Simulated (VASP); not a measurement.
Pb (fcc) relaxed at rising pressure, in one space group throughout; other phases were not tried. The pressures are those reached. These are PBEsol GGA, VASP's PBE PAW potentials (set 64) (plane waves; VASP) values and carry that method's errors.

| P (GPa) | V (Å³/atom) | k-mesh |
|---|---|---|
| 0.05 | 29.928 | 13×13×13 |
| 4.97 | 27.513 | 13×13×13 |
| 9.94 | 25.904 | 13×13×13 |
| 20.10 | 23.688 | 14×14×14 |
| 29.89 | 22.211 | 14×14×14 |

A change of mesh leaves a small step in the series.

### Question
Fit an equation of state and predict the volume at 45.01 GPa.

### Answer
Least squares on the third-order Birch-Murnaghan form, P = (3B0/2)(y⁷ − y⁵)[1 + (3/4)(B′ − 4)(y² − 1)] with y = (V0/V)^(1/3), gives V0 = 29.939 Å³/atom, B0 = 48 GPa and B′ = 4.8, and so 20.607 Å³/atom. The run gave 20.605 Å³/atom, -0.0 % from the fit.

Pressures at which the relaxation failed are left out.

The compound is Pb in the fcc structure.
